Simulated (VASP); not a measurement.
Method: LDA (Ceperley-Alder, Perdew-Zunger), VASP's LDA PAW potentials (set 64) (plane waves; VASP). For the first row: Settings: 400 eV cut-off, 12×12×12 Γ-centred mesh, tetrahedra with Blöchl corrections, potentials Ta_pv Se.

```
system                         energy (eV/atom)
-----------------------------  ----------------
TaSe$_{2}$ (space group R-3m)           -7.8567
Ta (bcc)                               -12.8282
Se (trig)                               -4.1591
```

The references are the elements' solids at the same level; no temperature or zero-point terms are added.

**Question.** What is the formation energy per atom of TaSe₂?

**Answer.** The references average (1×(-12.8282) + 2×(-4.1591))/3 = -7.0488 eV, so the formation energy is -7.8567 − (-7.0488) = -0.808 eV/atom.
